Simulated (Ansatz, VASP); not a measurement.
# Zr5Sb3 (Zr5Sb3 (P6_3/mcm)) in two plane-wave programs

Aim: how closely do two programs agree when they are given the same cell, functional and k mesh? The two relaxations start from unlike cells of this crystal (the structure described is Ansatz's start), so only their ends are compared.

Main program and level: Ansatz 0.2.0; plane waves, with VASP 6.6.1 beside it; relaxation of cell and atoms at PBEsol.

## (1) The structure

It takes space group P6_3/mcm (No. 193, hexagonal). The conventional cell has a = 8.495 Å, b = 8.495 Å, c = 5.781 Å, α = 90.00°, β = 90.00°, γ = 120.00°. Nearest to Zr lie 5 Sb at 2.89 to 3.10 Å. Nearest to Zr lie 2 Zr at 2.89 Å and 6 Sb at 3.01 Å. Sb has 9 Zr at 2.89 to 3.10 Å nearest. Farther neighbours are not listed.

Coordinates:

```xyz
16
Lattice="8.4955 0.0000 0.0000 -4.2477 7.3573 0.0000 0.0000 0.0000 5.7813" Properties=species:S:1:pos:R:3 pbc="T T T"
Zr    2.1649    0.0000    1.4453
Zr    1.0825    1.8749    4.3360
Zr   -3.1653    5.4824    4.3360
Zr   -1.0825    1.8749    1.4453
Zr    3.1653    5.4824    1.4453
Zr    6.3305    0.0000    4.3360
Zr    0.0000    4.9049    0.0000
Zr    4.2477    2.4524    2.8907
Zr    4.2477    2.4524    0.0000
Zr    0.0000    4.9049    2.8907
Sb    5.2123    0.0000    1.4453
Sb    2.6062    4.5140    4.3360
Sb   -1.6416    2.8433    4.3360
Sb    5.8893    4.5140    1.4453
Sb    1.6416    2.8433    1.4453
Sb    3.2831    0.0000    4.3360
```

## (2) VASP: relaxation of cell and atoms, PBEsol

The relaxed volume is the usual yardstick between codes: in a stiff, nearly cubic crystal its relative difference is about their pressure difference at one cell divided by the bulk modulus.

Lines of VASP's logs that name or quote its potential files are left out, and so is its time.

File INCAR:

```
SYSTEM = Zr5Sb3
PREC = Accurate
ENCUT = 500
EDIFF = 1E-07
NELM = 200
ISMEAR = -1
SIGMA = 0.05
LREAL = .FALSE.
ALGO = Normal
GGA = PS
NBANDS = 101
ISPIN = 2
MAGMOM = 0 0 0 0 0 0 0 0 0 0 -0 -0 -0 -0 -0 -0
LASPH = .TRUE.
LMAXMIX = 4
LORBIT = 11
LWAVE = .FALSE.
LCHARG = .FALSE.
ISIF = 3
IBRION = 2
NSW = 80
EDIFFG = -0.005
GGA_COMPAT = .FALSE.
NELMIN = 4
KPAR = 4
```

File POSCAR:

```
Zr5Sb3
1.0
    8.4051554380      0.0000000061      0.0000000000
   -4.2025782083      7.2790783469      0.0000000000
    0.0000000000      0.0000000000      5.7220512787
Zr Sb
10 6
Direct
    0.2529318999      0.0000000000      0.2499999135
    0.2529318538      0.2529318954      0.7499999135
    0.0000000461      0.7470681046      0.7499999135
    0.0000000716      0.2529318954      0.2499999135
    0.7470681462      0.7470681046      0.2499999135
    0.7470682178      1.0000000000      0.7499999135
    0.3333333726      0.6666666667      0.0000000000
    0.6666667451      0.3333333333      0.5000000000
    0.6666667451      0.3333333333      0.0000000000
    0.3333333726      0.6666666667      0.5000000000
    0.6121179841      1.0000000000      0.2499999135
    0.6121180888      0.6121180035      0.7499999135
    0.0000000130      0.3878819965      0.7499999135
    0.9999999870      0.6121180035      0.2499999135
    0.3878820289      0.3878819965      0.2499999135
    0.3878820159      0.0000000000      0.7499999135
```

File KPOINTS:

```
Automatic mesh
0
Gamma
6 6 7
0 0 0
```

Potentials, in the order of the species: Zr_sv and Sb (PBE family, release 64).

The run is started by

```console
$ mpirun -np 4 vasp_std
```

Numbers of over 12 decimals in the logs are rounded to 6 here.

The log of the run:

```text
[banner, memory and clock lines left out]
running    4 mpi-ranks, on    1 nodes
 distrk:  each k-point on    1 cores,    4 groups
 distr:  one band on    1 cores,    1 groups

 POSCAR found type information on POSCAR ZrSb
 POSCAR found :  2 types and      16 ions
|                                                                             |
|               ----> ADVICE to this user running VASP <----                  |
|                                                                             |
|     You enforced a specific xc type in the INCAR file but a different       |
|     [... a line on the potential file left out ...]
|     I HOPE YOU KNOW WHAT YOU ARE DOING!                                     |
|                                                                             |

 LDA part: xc-table for (Slater+PW92), standard interpolation
 POSCAR, INCAR and KPOINTS ok, starting setup
 FFT: planning ... GRIDC
 FFT: planning ... GRID_SOFT
 FFT: planning ... GRID
 WAVECAR not read
 entering main loop
       N       E                     dE             d eps       ncg     rms          rms(c)
DAV:   1     0.153071016350E+04    0.15307E+04   -0.69370E+04 11376   0.138E+03
DAV:   2     0.125273896296E+02   -0.15182E+04   -0.14662E+04 12560   0.412E+02
DAV:   3    -0.120570812207E+03   -0.13310E+03   -0.13048E+03 16640   0.101E+02
DAV:   4    -0.135224376336E+03   -0.14654E+02   -0.14555E+02 18160   0.287E+01
DAV:   5    -0.136651962065E+03   -0.14276E+01   -0.14268E+01 17304   0.754E+00    0.414E+01
DAV:   6    -0.131438396442E+03    0.52136E+01   -0.21301E+01 15304   0.127E+01    0.168E+01
DAV:   7    -0.131168652704E+03    0.26974E+00   -0.12128E+01 15910   0.811E+00    0.876E+00
DAV:   8    -0.130175692571E+03    0.99296E+00   -0.33771E+00 14763   0.511E+00    0.257E+00
DAV:   9    -0.130183539650E+03   -0.78471E-02   -0.43768E-01 15840   0.159E+00    0.865E-01
DAV:  10    -0.130182935226E+03    0.60442E-03   -0.25073E-02 15544   0.453E-01    0.328E-01
DAV:  11    -0.130183112147E+03   -0.17692E-03   -0.32188E-03 16976   0.188E-01    0.745E-02
DAV:  12    -0.130183123590E+03   -0.11443E-04   -0.34413E-04 14744   0.614E-02    0.263E-02
DAV:  13    -0.130183121850E+03    0.17402E-05   -0.28023E-05 17480   0.150E-02    0.129E-02
DAV:  14    -0.130183119999E+03    0.18510E-05   -0.28804E-06 15544   0.636E-03    0.288E-03
DAV:  15    -0.130183119281E+03    0.71776E-06   -0.61529E-07 12456   0.266E-03    0.115E-03
DAV:  16    -0.130183119046E+03    0.23465E-06   -0.75738E-08  8064   0.967E-04    0.603E-04
DAV:  17    -0.130183118934E+03    0.11176E-06   -0.30009E-08  7840   0.570E-04    0.226E-04
DAV:  18    -0.130183118996E+03   -0.61595E-07   -0.11782E-08  7840   0.370E-04
   1 F= -.13018312E+03 E0= -.13010561E+03  d E =-.130183E+03  mag=    -0.0001
 curvature:   0.00 expect dE= 0.000E+00 dE for cont linesearch  0.000E+00
 trial: gam= 0.00000 g(F)=  0.435E-05 g(S)=  0.587E-04 ort = 0.000E+00 (trialstep = 0.100E+01)
 search vector abs. value=  0.630E-04
 bond charge predicted
       N       E                     dE             d eps       ncg     rms          rms(c)
DAV:   1    -0.130183644268E+03   -0.52533E-03   -0.18619E-02 12920   0.554E-01    0.238E-01
DAV:   2    -0.130183205387E+03    0.43888E-03   -0.17488E-03 14464   0.145E-01    0.758E-02
DAV:   3    -0.130183110983E+03    0.94404E-04   -0.53213E-04 16024   0.735E-02    0.424E-02
DAV:   4    -0.130183113000E+03   -0.20175E-05   -0.81046E-05 16176   0.232E-02    0.219E-02
DAV:   5    -0.130183111455E+03    0.15447E-05   -0.17280E-05 15760   0.103E-02    0.113E-02
DAV:   6    -0.130183110392E+03    0.10636E-05   -0.16586E-05 17368   0.934E-03    0.784E-03
DAV:   7    -0.130183109044E+03    0.13480E-05   -0.15104E-06 14584   0.304E-03    0.261E-03
DAV:   8    -0.130183108297E+03    0.74705E-06   -0.30897E-07 11192   0.144E-03    0.130E-03
DAV:   9    -0.130183107982E+03    0.31442E-06   -0.62466E-08  7288   0.104E-03    0.161E-04
DAV:  10    -0.130183107985E+03   -0.27121E-08   -0.22140E-08  6944   0.585E-04
   2 F= -.13018311E+03 E0= -.13010556E+03  d E =0.110109E-04  mag=    -0.0000
 trial-energy change:    0.000011  1 .order    0.000012   -0.000063    0.000086
 step:   0.4278(harm=  0.4226)  dis= 0.00006  next Energy=  -130.183133 (dE=-0.135E-04)
 bond charge predicted
       N       E                     dE             d eps       ncg     rms          rms(c)
DAV:   1    -0.130183303571E+03   -0.19559E-03   -0.60989E-03 12824   0.317E-01    0.137E-01
DAV:   2    -0.130183151466E+03    0.15210E-03   -0.57362E-04 14356   0.829E-02    0.434E-02
DAV:   3    -0.130183119051E+03    0.32415E-04   -0.17370E-04 15915   0.420E-02    0.243E-02
DAV:   4    -0.130183123216E+03   -0.41647E-05   -0.26725E-05 16110   0.133E-02    0.125E-02
DAV:   5    -0.130183126031E+03   -0.28150E-05   -0.57148E-06 15243   0.592E-03    0.647E-03
DAV:   6    -0.130183130197E+03   -0.41663E-05   -0.54037E-06 17352   0.532E-03    0.447E-03
DAV:   7    -0.130183131706E+03   -0.15091E-05   -0.47585E-07 12766   0.173E-03    0.147E-03
DAV:   8    -0.130183132246E+03   -0.54009E-06   -0.79583E-08  7112   0.910E-04    0.702E-04
DAV:   9    -0.130183132412E+03   -0.16555E-06   -0.40972E-08  6600   0.724E-04    0.196E-04
DAV:  10    -0.130183132392E+03    0.19834E-07   -0.19014E-08  6529   0.441E-04
   3 F= -.13018313E+03 E0= -.13010561E+03  d E =-.133959E-04  mag=    -0.0000
 curvature:  -0.21 expect dE=-0.490E-06 dE for cont linesearch -0.709E-08
 trial: gam= 0.05985 g(F)=  0.198E-05 g(S)=  0.338E-06 ort =-0.145E-05 (trialstep = 0.886E+00)
 search vector abs. value=  0.237E-05
 reached required accuracy - stopping structural energy minimisation
```

Parts of OUTCAR (step 2):

```text
ion  position               nearest neighbor table
   1  0.253  0.000  0.250-  15 2.87  14 2.87  11 3.02  16 3.08  16 3.08   7 3.50   9 3.50  10 3.50
                             8 3.50   3 3.56   3 3.56   2 3.56   2 3.56   4 3.68   5 3.68
   2  0.253  0.253  0.750-  13 2.87  16 2.87  12 3.02  15 3.08  15 3.08  10 3.50   7 3.50   8 3.50
                             9 3.50   4 3.56   4 3.56   1 3.56   1 3.56   6 3.68   3 3.68
   3  0.000  0.747  0.750-  12 2.87  16 2.87  13 3.02  14 3.08  14 3.08   8 3.50  10 3.50   9 3.50
                             7 3.50   1 3.56   1 3.56   5 3.56   5 3.56   6 3.68   2 3.68
   4  0.000  0.253  0.250-  15 2.87  11 2.87  14 3.02  13 3.08  13 3.08   7 3.50   9 3.50  10 3.50
                             8 3.50   2 3.56   2 3.56   6 3.56   6 3.56   1 3.68   5 3.68
   5  0.747  0.747  0.250-  14 2.87  11 2.87  15 3.02  12 3.08  12 3.08   7 3.50   9 3.50  10 3.50
                             8 3.50   6 3.56   6 3.56   3 3.56   3 3.56   1 3.68   4 3.68
   6  0.747  0.000  0.750-  13 2.87  12 2.87  16 3.02  11 3.08  11 3.08   8 3.50  10 3.50   9 3.50
                             7 3.50   5 3.56   5 3.56   4 3.56   4 3.56   2 3.68   3 3.68
   7  0.333  0.667  0.000-  10 2.86  10 2.86  11 2.97  15 2.97  14 2.97  13 2.97  16 2.97  12 2.97
                             4 3.50   5 3.50   1 3.50   2 3.50   3 3.50   6 3.50
   8  0.667  0.333  0.500-   9 2.86   9 2.86  13 2.97  14 2.97  12 2.97  16 2.97  11 2.97  15 2.97
                             3 3.50   6 3.50   4 3.50   5 3.50   1 3.50   2 3.50
   9  0.667  0.333  0.000-   8 2.86   8 2.86  14 2.97  11 2.97  13 2.97  15 2.97  12 2.97  16 2.97
                             4 3.50   5 3.50   1 3.50   3 3.50   6 3.50   2 3.50
  10  0.333  0.667  0.500-   7 2.86   7 2.86  13 2.97  16 2.97  11 2.97  12 2.97  15 2.97  14 2.97
                             2 3.50   3 3.50   6 3.50   4 3.50   5 3.50   1 3.50
  11  0.612  0.000  0.250-   5 2.87   4 2.87   9 2.97   7 2.97   8 2.97  10 2.97   1 3.02   6 3.08
                             6 3.08  16 3.43  16 3.43
  12  0.612  0.612  0.750-   3 2.87   6 2.87   8 2.97  10 2.97   9 2.97   7 2.97   2 3.02   5 3.08
                             5 3.08  15 3.43  15 3.43
  13  0.000  0.388  0.750-   2 2.87   6 2.87   8 2.97   9 2.97  10 2.97   7 2.97   3 3.02   4 3.08
                             4 3.08  14 3.43  14 3.43
  14  1.000  0.612  0.250-   5 2.87   1 2.87   9 2.97   8 2.97   7 2.97  10 2.97   4 3.02   3 3.08
                             3 3.08  13 3.43  13 3.43
  15  0.388  0.388  0.250-   4 2.87   1 2.87   7 2.97   9 2.97  10 2.97   8 2.97   5 3.02   2 3.08
                             2 3.08  12 3.43  12 3.43
  16  0.388  0.000  0.750-   3 2.87   2 2.87  10 2.97   8 2.97   7 2.97   9 2.97   6 3.02   1 3.08
                             1 3.08  11 3.43  11 3.43

  LATTYP: Found a hexagonal cell.
 ALAT       =     8.4051554380
 C/A-ratio  =     0.6807787579

 Subroutine GETGRP returns: Found 24 space group operations
 (whereof 12 operations were pure point group operations)

The static configuration has the point symmetry D_3d.
 The point group associated with its full space group is D_6h.

 Found     28 irreducible k-points:

   k-points           NKPTS =     28   k-points in BZ     NKDIM =     28   number of bands    NBANDS=    101

   dimension x,y,z NGX =    64 NGY =   64 NGZ =   42
   dimension x,y,z NGXF=   128 NGYF=  128 NGZF=   84

   ENCUT  =  500.0 eV  36.75 Ry    6.06 a.u.  15.32 15.32 10.43*2*pi/ulx,y,z

   NELECT =     150.0000    total number of electrons

 k-points in reciprocal lattice and weights: Automatic mesh
   0.00000000  0.00000000  0.00000000       0.004
   0.16666667  0.00000000  0.00000000       0.024
   0.33333333 -0.00000000  0.00000000       0.024
   0.50000000  0.00000000  0.00000000       0.012
   0.16666667  0.16666667  0.00000000       0.024
   0.33333333  0.16666667  0.00000000       0.048
   0.33333333  0.33333333  0.00000000       0.008
   0.00000000  0.00000000  0.14285714       0.008
   0.16666667  0.00000000  0.14285714       0.048
[...]
11 -82.1236      12 -82.1236      13 -82.1237      14 -82.1237      15 -82.1236
      16 -82.1236

 E-fermi :  10.3282

 spin component 1
 k-point     1 :       0.0000    0.0000    0.0000
  band No.  band energies     occupation
    ...
     71       9.1206      1.00000
     72       9.1855      1.00000
     73       9.7096      1.00000
     74      10.1507      0.97208
     75      10.1507      0.97208
     76      10.3633      0.33149
     77      10.3633      0.33146
     78      10.3829      0.25087
     79      10.6596      0.00132
     80      10.6596      0.00132
    ...

 k-point     2 :       0.1667    0.0000    0.0000
  band No.  band energies     occupation
    ...
     72       9.1799      1.00000
     73      10.0010      0.99856
     74      10.1044      0.98874
     75      10.2465      0.83669
     76      10.3183      0.54914
     77      10.4060      0.17413
     78      10.4663      0.05937
     79      10.5791      0.00657
     80      10.6490      0.00163
     81      11.3913      0.00000
    ...

 k-point     3 :       0.3333   -0.0000    0.0000
  band No.  band energies     occupation
    ...
     70       9.0428      1.00000
     71       9.1515      1.00000
     72       9.2955      1.00000
     73       9.5761      1.00000
     74      10.1729      0.95710
     75      10.3944      0.21005
     76      10.4634      0.06270
     77      10.4729      0.05241
     78      10.6491      0.00163
     79      10.6945      0.00066
    ...

 k-point     4 :       0.5000    0.0000    0.0000
  band No.  band energies     occupation
    ...
     70       9.1172      1.00000
     71       9.1430      1.00000
     72       9.1442      1.00000
     73       9.4816      1.00000
     74      10.0288      0.99750
     75      10.3966      0.20279
     76      10.4821      0.04401
     77      10.5244      0.01936
     78      10.7505      0.00021
     79      10.8543      0.00003
    ...

 k-point     5 :       0.1667    0.1667    0.0000
  band No.  band energies     occupation
    ...
     70       9.0440      1.00000
     71       9.1661      1.00000
     72       9.2364      1.00000
     73       9.6973      1.00000
     74      10.2218      0.89356
     75      10.3533      0.37720
     76      10.4703      0.05513
     77      10.4772      0.04832
     78      10.4845      0.04205
     79      10.5880      0.00550
    ...

 k-point     6 :       0.3333    0.1667    0.0000
  band No.  band energies     occupation
    ...
     70       9.0522      1.00000
     71       9.1547      1.00000
     72       9.2933      1.00000
     73       9.4930      1.00000
     74      10.0383      0.99698
     75      10.4042      0.17941
     76      10.4392      0.09787
     77      10.5387      0.01463
     78      10.7069      0.00051
     79      10.7363      0.00028
    ...

  Total       -0.0069644     -0.0069644     -0.0038673      0.0000000     -0.0000000     -0.0000000
  in kB       -0.0318630     -0.0318630     -0.0176933      0.0000000     -0.0000000     -0.0000000
  external PRESSURE =      -0.0271397 kB  Pullay stress =       0.0000000 kB

  energy-cutoff  :      500.00
  volume of cell :      350.19
      direct lattice vectors                 reciprocal lattice vectors
     8.406060808  0.000000006 -0.000000000     0.118961785  0.068682625  0.000000000
    -4.203030893  7.279862420  0.000000000    -0.000000000  0.137365233 -0.000000000
    -0.000000000  0.000000000  5.722599002     0.000000000  0.000000000  0.174745775

 POSITION                                       TOTAL-FORCE (eV/Angst)
 -----------------------------------------------------------------------------------
      2.12610      0.00000      1.43065        -0.001835     -0.000000      0.000000
      1.06305      1.84126      4.29195        -0.000918     -0.001590      0.000000
     -3.13998      5.43861      4.29195        -0.000918      0.001590      0.000000
     -1.06305      1.84126      1.43065         0.000918     -0.001590      0.000000
      3.13998      5.43861      1.43065         0.000918      0.001590      0.000000
      2.07693      7.27986      4.29195         0.001835      0.000000      0.000000
      0.00000      4.85324      5.72260         0.000000      0.000000      0.000000
      4.20303      2.42662      2.86130         0.000000      0.000000      0.000000
      4.20303      2.42662      5.72260         0.000000      0.000000      0.000000
      0.00000      4.85324      2.86130         0.000000      0.000000      0.000000
      5.14545      0.00000      1.43065        -0.001863     -0.000000      0.000000
      2.57273      4.45609      4.29195        -0.000931     -0.001613      0.000000
     -1.63031      2.82377      4.29195        -0.000931      0.001613      0.000000
      5.83334      4.45609      1.43065         0.000931     -0.001613      0.000000
      1.63031      2.82377      1.43065         0.000931      0.001613      0.000000
     -0.94242      7.27986      4.29195         0.001863      0.000000      0.000000
 -----------------------------------------------------------------------------------
    total drift:                               -0.007476     -0.000560      0.000631

  FREE ENERGIE OF THE ION-ELECTRON SYSTEM (eV)
  ---------------------------------------------------
  free  energy   TOTEN  =      -130.1831323919 eV

  energy  without entropy=     -130.0280872914  energy(sigma->0) =     -130.10560984

 reached required accuracy - stopping structural energy minimisation

 total charge
# of ion       s       p       d       tot
------------------------------------------
    1        2.146   5.962   1.648   9.757
    2        2.146   5.962   1.648   9.757
    3        2.146   5.962   1.648   9.757
    4        2.146   5.962   1.648   9.757
    5        2.146   5.962   1.648   9.757
    6        2.146   5.962   1.648   9.757
    7        2.169   5.967   1.845   9.981
    8        2.169   5.967   1.845   9.981
    9        2.169   5.967   1.845   9.981
   10        2.169   5.967   1.845   9.981
   11        1.093   1.422   0.073   2.588
   12        1.093   1.422   0.073   2.588
   13        1.093   1.422   0.073   2.588
   14        1.093   1.422   0.073   2.588
   15        1.093   1.422   0.073   2.588
   16        1.093   1.422   0.073   2.588
--------------------------------------------------
tot         28.109  68.174  17.708 113.990

 magnetization (x)
# of ion       s       p       d       tot
------------------------------------------
    1       -0.000  -0.000  -0.000  -0.000
    2       -0.000  -0.000  -0.000  -0.000
    3       -0.000  -0.000  -0.000  -0.000
    4       -0.000  -0.000  -0.000  -0.000
    5       -0.000  -0.000  -0.000  -0.000
    6       -0.000  -0.000  -0.000  -0.000
    7       -0.000  -0.000  -0.000  -0.000
    8       -0.000  -0.000  -0.000  -0.000
    9       -0.000  -0.000  -0.000  -0.000
   10       -0.000  -0.000  -0.000  -0.000
   11       -0.000   0.000   0.000   0.000
   12       -0.000   0.000   0.000   0.000
   13       -0.000   0.000   0.000   0.000
   14       -0.000   0.000   0.000   0.000
   15       -0.000   0.000   0.000   0.000
   16       -0.000   0.000   0.000   0.000
--------------------------------------------------
tot         -0.000  -0.000  -0.000  -0.000

[... 1 further part left out ...]
```

CONTCAR:

```
Zr5Sb3
   1.00000000000000
     8.4060608075793741    0.0000000060404551   -0.0000000000000000
    -4.2030308931945290    7.2798624200557347    0.0000000000000000
    -0.0000000000000000    0.0000000000000000    5.7225990017138519
  Zr              Sb
    10     6
Direct
     0.2529245469662618    0.0000000000000002    0.2499999134999982
     0.2529245008662633    0.2529245424662666    0.7499999134999982
     0.0000000460999985    0.7470754575337335    0.7499999134999982
     0.0000000715999988    0.2529245424662664    0.2499999134999982
     0.7470754991337366    0.7470754575337333    0.2499999134999982
     0.7470755707337354    0.9999999999999998    0.7499999134999982
     0.3333333726000021    0.6666666667000030    1.0000000000000000
     0.6666667451000023    0.3333333332999970    0.5000000000000000
     0.6666667451000023    0.3333333332999970    1.0000000000000000
     0.3333333726000021    0.6666666667000030    0.5000000000000000
     0.6121119324649212    0.0000000000000002    0.2499999134999982
     0.6121120371649211    0.6121119518649192    0.7499999134999982
     0.0000000129999975    0.3878880481350809    0.7499999134999982
     0.9999999870000025    0.6121119518649191    0.2499999134999982
     0.3878880805350833    0.3878880481350807    0.2499999134999982
     0.3878880675350787    0.9999999999999999    0.7499999134999982
```

The run keeps the 24 symmetry operations of its start, so it cannot find a distortion of lower symmetry.

(Continued in part 2 of 2.)

[Lines on the potential files, build, host, timing and source positions are cut from VASP's logs without a mark.]

[Logs are printed without paths, hosts, clocks, repeated set-up lines and the standing remarks that a program may print on its own settings, such as how far it seeks lower states.]

[Hosts, paths, dates, database ids (printed as entryN), source tags and the programs' standing remarks are cut or masked in the printed files.]
